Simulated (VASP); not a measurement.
These are optB88-vdW, VASP's PBE PAW potentials (set 64) (plane waves; VASP) values and carry that method's errors.

Input for VASP

**POSCAR**
```
BN
1.0
  1.2770072314  -2.2118416278   0.0000000000
  1.2770072314   2.2118416278   0.0000000000
  0.0000000000   0.0000000000   4.2254507711
B N
2 2
Cartesian
  1.2770072314  -0.7372820172   2.1138875176
  1.2770072314   0.7372820172   0.0011621321
  1.2770072314  -0.7372820172   3.6961072926
  1.2770072314   0.7372820172   1.5833819071
```

### INCAR
```
! general
SYSTEM    =  BN
PREC      =  Accurate
ENCUT     =  520   ! plane-wave cut-off (eV)
LREAL     =  .FALSE.   ! projection in real space or not
LASPH     =  .TRUE.   ! aspherical one-centre terms

! electronic loop
EDIFF     =  1E-7   ! SCF stop (eV)
NELM      =  100   ! most electronic steps
ALGO      =  Normal

! smearing
ISMEAR    =  0
SIGMA     =  0.05

! functional
GGA       =  BO
LUSE_VDW  =  .TRUE.
AGGAC     =  0.0
PARAM1    =  0.1833333333
PARAM2    =  0.22

! ions
IBRION    =  2
NSW       =  30   ! most ionic steps
ISIF      =  4   ! ions and shape, fixed volume
EDIFFG    =  -0.01

! output
LWAVE     =  .FALSE.
LCHARG    =  .FALSE.
```

**KPOINTS**
```
K-points
0
gamma
10 10 5
0 0 0
```

POTCAR, in this order: B N (PBE.64 set). Program: vasp_std.

The run wrote:

OSZICAR:
```
       N       E                     dE             d eps       ncg     rms          rms(c)
DAV:   1     0.540245699096E+02    0.54025E+02   -0.86860E+03  1008   0.129E+03
DAV:   2    -0.307253966071E+02   -0.84750E+02   -0.78212E+02  1440   0.270E+02
DAV:   3    -0.331385533578E+02   -0.24132E+01   -0.24041E+01  1332   0.466E+01
DAV:   4    -0.331516547712E+02   -0.13101E-01   -0.13094E-01  1252   0.356E+00
DAV:   5    -0.331518231561E+02   -0.16838E-03   -0.16833E-03  1304   0.375E-01    0.991E+00
DAV:   6    -0.311125852906E+02    0.20392E+01   -0.59913E+00  1248   0.203E+01    0.449E+00
DAV:   7    -0.309714236832E+02    0.14116E+00   -0.26360E-01  1220   0.499E+00    0.274E+00
DAV:   8    -0.309327496149E+02    0.38674E-01   -0.10041E-01  1120   0.287E+00    0.247E-01
DAV:   9    -0.309315951454E+02    0.11545E-02   -0.26388E-03  1308   0.546E-01    0.138E-01
DAV:  10    -0.309317658619E+02   -0.17072E-03   -0.36346E-04  1184   0.206E-01    0.275E-02
DAV:  11    -0.309317599922E+02    0.58697E-05   -0.65619E-05  1324   0.697E-02    0.111E-02
DAV:  12    -0.309317613251E+02   -0.13329E-05   -0.50373E-06  1232   0.245E-02    0.251E-03
DAV:  13    -0.309317613603E+02   -0.35130E-07   -0.18362E-07  1060   0.448E-03
   1 F= -.30931761E+02 E0= -.30931761E+02  d E =-.309318E+02
       N       E                     dE             d eps       ncg     rms          rms(c)
DAV:   1    -0.309317574804E+02    0.38447E-05   -0.26431E-03  1164   0.493E-01    0.106E-02
DAV:   2    -0.309317604528E+02   -0.29724E-05   -0.39010E-05  1252   0.609E-02    0.648E-03
DAV:   3    -0.309317595724E+02    0.88044E-06   -0.97602E-07  1300   0.114E-02    0.242E-03
DAV:   4    -0.309317594985E+02    0.73949E-07   -0.51205E-07  1252   0.692E-03
   2 F= -.30931759E+02 E0= -.30931759E+02  d E =0.186182E-05
       N       E                     dE             d eps       ncg     rms          rms(c)
DAV:   1    -0.309317658119E+02   -0.62395E-05   -0.74656E-04  1156   0.262E-01    0.540E-03
DAV:   2    -0.309317664842E+02   -0.67231E-06   -0.11003E-05  1236   0.324E-02    0.341E-03
DAV:   3    -0.309317663271E+02    0.15716E-06   -0.27001E-07  1256   0.600E-03    0.128E-03
DAV:   4    -0.309317663401E+02   -0.13029E-07   -0.13363E-07   788   0.367E-03
   3 F= -.30931766E+02 E0= -.30931766E+02  d E =-.497984E-05
```

### OUTCAR
```
------------------------ aborting loop because EDIFF is reached ----------------------------------------
  FORCE on cell =-STRESS in cart. coord.  units (eV):
  Direction    XX          YY          ZZ          XY          YZ          ZX
  --------------------------------------------------------------------------------------
  Total       -0.0020102     -0.0020102     -0.0017460      0.0000000      0.0000000      0.0000000
  in kB       -0.1349278     -0.1349278     -0.1171910      0.0000000      0.0000000      0.0000000
  external PRESSURE =      -0.1290156 kB  Pullay stress =       0.0000000 kB
  volume of cell :       23.87
      direct lattice vectors                 reciprocal lattice vectors
     1.277010197 -2.211846764 -0.000000000     0.391539552 -0.226055443 -0.000000000
     1.277010197  2.211846764  0.000000000     0.391539552  0.226055443 -0.000000000
     0.000000000 -0.000000000  4.225431148     0.000000000 -0.000000000  0.236662240
  FREE ENERGIE OF THE ION-ELECTRON SYSTEM (eV)
  ---------------------------------------------------
  free  energy   TOTEN  =       -30.9317663401 eV

  energy  without entropy=      -30.9317663401  energy(sigma->0) =      -30.93176634

 reached required accuracy - stopping structural energy minimisation
```
(Selected blocks of OUTCAR.)

File CONTCAR:
```
BN
   1.00000000000000
     1.2770101966568614   -2.2118467637711188   -0.0000000000000000
     1.2770101966568614    2.2118467637711188    0.0000000000000000
     0.0000000000000000   -0.0000000000000000    4.2254311478795206
  B               N
     2     2
Direct
     0.6666669999999968    0.3333330000000032    0.5002188081758288
     0.3333330000000032    0.6666669999999968    0.0002188081758288
     0.6666669999999968    0.3333330000000032    0.8747811918241712
     0.3333330000000032    0.6666669999999968    0.3747811918241712
```

The compound is BN in the wurtzite structure, a metastable high-pressure form. This run relaxes it. Symmetry was kept, so distortions that lower it aren't found.
